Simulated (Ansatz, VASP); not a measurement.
## One calculation of SiTe3, two programs

```
CELL_PARAMETERS angstrom
5.97503 0.00000 0.00000
0.00000 5.97503 0.00000
0.00000 0.00000 5.97503
ATOMIC_POSITIONS crystal
Si 0.00000 0.00000 0.00000
Si 0.50000 0.50000 0.50000
Te 0.25000 0.00000 0.50000
Te 0.50000 0.75000 0.00000
Te 0.75000 0.00000 0.50000
Te 0.50000 0.25000 0.00000
Te 0.00000 0.50000 0.75000
Te 0.00000 0.50000 0.25000
```

Change from the starting cell: species swapped into the Ta3Sb type (Pm-3n, No. 223).

Alike in both runs: functional PBE; k mesh 6 × 6 × 6; occupations gaussian, width 0.1 eV; no spin polarisation.

Ansatz relaxed the structure, and its values are those at the end. VASP's run is a single point on that final structure, the one shown.

|  | VASP | Ansatz |
| --- | --- | --- |
| version | VASP 6.6.1 | Ansatz 0.2.0 |
| potentials or method | VASP PAW PBE potentials, release 64 (Si, Te) | scalar-relativistic, plane waves, PAW |
| plane-wave cutoff (eV) | 520 | 420 |
| valence electrons in the cell | 44 | 104 |

|  | VASP | Ansatz | Ansatz less VASP |
| --- | --- | --- | --- |
| gap on the k mesh at the Fermi level (eV) | none | none | - |
| pressure (GPa) | -0.1 | 0.0 | +0.06 |

A gap of «none» marks a metal or a gap that the smearing closes. The two sets of potentials don't hold the same shells in valence.

The runs have no spin-orbit coupling, so splittings on Te are missing.
